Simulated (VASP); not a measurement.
Level of theory: PBEsol GGA, VASP's PBE PAW potentials (set 64) (plane waves; VASP).

The input files of a VASP run:

KPOINTS:
```
k-points along high-symmetry lines
12
Line-mode
Reciprocal
  0.000000   0.000000   0.000000 ! GAMMA
  0.500000   0.500000   0.500000 ! T

  0.500000   0.500000   0.500000 ! T
  0.766196   0.233804   0.500000 ! H_2

  0.500000  -0.233804   0.233804 ! H_0
  0.500000  -0.000000   0.000000 ! L

  0.500000  -0.000000   0.000000 ! L
  0.000000   0.000000   0.000000 ! GAMMA

  0.000000   0.000000   0.000000 ! GAMMA
  0.366902  -0.366902   0.000000 ! S_0

  0.633098  -0.000000   0.366902 ! S_2
  0.500000  -0.000000   0.500000 ! F

  0.500000  -0.000000   0.500000 ! F
  0.000000   0.000000   0.000000 ! GAMMA
```

POSCAR:
```
Al2O3
5.1406440
  0.8856537150  -0.4643463363  -0.0002102320
  0.8856537150   0.4643463363  -0.0002102320
  0.6423799381   0.0000000000   0.7663863531
Al O
4 6
direct
  0.8520018996   0.8520018996   0.8520018996
  0.3520018996   0.3520018996   0.3520018996
  0.1479981004   0.1479981004   0.1479981004
  0.6479981004   0.6479981004   0.6479981004
  0.4440511700   0.0559488300   0.7500000000
  0.0559488300   0.7500000000   0.4440511700
  0.5559488300   0.9440511700   0.2500000000
  0.2500000000   0.5559488300   0.9440511700
  0.9440511700   0.2500000000   0.5559488300
  0.7500000000   0.4440511700   0.0559488300
```

**INCAR**
```
NELM=100
ICHARG=11   # fixed density
SYSTEM=Al2O3
LORBIT=11
GGA=PS
SIGMA=0.05
LCHARG=.FALSE.
PREC=Accurate
ISMEAR=0
LASPH=.TRUE.
ENCUT=520   # plane-wave cut-off (eV)
EDIFF=1E-7   # SCF stop (eV)
LWAVE=.FALSE.
LREAL=.FALSE.
ALGO=Normal   # blocked Davidson
```

POTCAR, in this order: Al O (PBE.64 set). Program: vasp_std. Read from the step before: CHGCAR.

What VASP printed:

OSZICAR:
```
       N       E                     dE             d eps       ncg     rms          rms(c)
DAV:   1     0.237520282868E+03    0.23752E+03   -0.25282E+04  5040   0.152E+03
DAV:   2    -0.656405590792E+02   -0.30316E+03   -0.29210E+03  6738   0.302E+02
DAV:   3    -0.783424485864E+02   -0.12702E+02   -0.12654E+02  6048   0.676E+01
DAV:   4    -0.784667321826E+02   -0.12428E+00   -0.12412E+00  6030   0.750E+00
DAV:   5    -0.784688421050E+02   -0.21099E-02   -0.21096E-02  5820   0.957E-01
DAV:   6    -0.784689022511E+02   -0.60146E-04   -0.60135E-04  6036   0.155E-01
DAV:   7    -0.784689043037E+02   -0.20526E-05   -0.20526E-05  5800   0.285E-02
DAV:   8    -0.784689043792E+02   -0.75557E-07   -0.75538E-07  5564   0.516E-03
   1 F= -.78468904E+02 E0= -.78468904E+02  d E =-.676740E-13
```

**OUTCAR**
```
 val. band max:        5.9462735120   @ k =   0.0000   0.0000   0.0000

 cond. band min:      11.9834489507   @ k =   0.0000   0.0000   0.0000



 k-point     1 :       0.0000    0.0000    0.0000
  band No.  band energies     occupation
      1     -13.2023      2.00000
      2     -10.8491      2.00000
      3     -10.5679      2.00000
      4     -10.5679      2.00000
      5     -10.2445      2.00000
      6     -10.2445      2.00000
      7      -0.9838      2.00000
      8       0.0029      2.00000
      9       0.3730      2.00000
     10       0.3730      2.00000
     11       1.4891      2.00000
     12       1.5843      2.00000
     13       1.5843      2.00000
     14       2.6191      2.00000
     15       2.9991      2.00000
     16       4.5344      2.00000
     17       4.5344      2.00000
     18       4.6555      2.00000
     19       4.6555      2.00000
     20       5.4511      2.00000
     21       5.4511      2.00000
     22       5.9080      2.00000
     23       5.9080      2.00000
     24       5.9463      2.00000
     25      11.9834      0.00000
     26      14.8533      0.00000
     27      16.5356      0.00000
     28      17.2802      0.00000
     29      17.2808      0.00000
     30      17.4110      0.00000

 k-point     2 :       0.0455    0.0455    0.0455
  band No.  band energies     occupation
      1     -13.1931      2.00000
      2     -10.8658      2.00000
      3     -10.5667      2.00000
      4     -10.5667      2.00000
      5     -10.2466      2.00000
      6     -10.2466      2.00000
      7      -0.9538      2.00000
      8       0.0036      2.00000
      9       0.3803      2.00000
     10       0.3803      2.00000
     11       1.4648      2.00000
     12       1.6025      2.00000
     13       1.6025      2.00000
     14       2.6328      2.00000
     15       3.0135      2.00000
     16       4.4407      2.00000
     17       4.4407      2.00000
     18       4.7105      2.00000
     19       4.7105      2.00000
...
```

The density is held fixed in this step, so its total energy and stress have no physical meaning.

The compound is Al2O3 in the corundum structure. It was relaxed first.
